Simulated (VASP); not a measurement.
Energy against volume of Ta (bcc). Method: PBE GGA with D4 dispersion, VASP's PBE PAW potentials (set 64) (plane waves; VASP).

```tsv
V (Å³/atom)	E (eV/atom)
16.965	-12.08551
17.506	-12.11894
18.047	-12.12820
18.589	-12.11729
19.130	-12.08918
```

Question: Fit a third-order Birch-Murnaghan equation of state.

Answer: 
* **volume per atom**: 18.01 Å³/atom
* **bulk modulus**: 202 GPa
* **pressure derivative of the bulk modulus**: 4.69
* **lattice constant a**: 3.303 Å

Measured: bulk modulus 198 GPa at 0 K (computed value off by +1.8 %), as given by H. Levämäki et al., Physical Review B (2014), arXiv:1402.3671 [corrected for temperature and zero-point phonon effects]; a 3.299 Å at 0 K (computed value off by +0.1 %), as given by Daniel Mejia-Rodriguez et al., Physical Review B (2018), arXiv:1807.09216 [static lattice: zero-point anharmonic expansion removed].

The compound is Ta in the bcc structure. It was relaxed first.
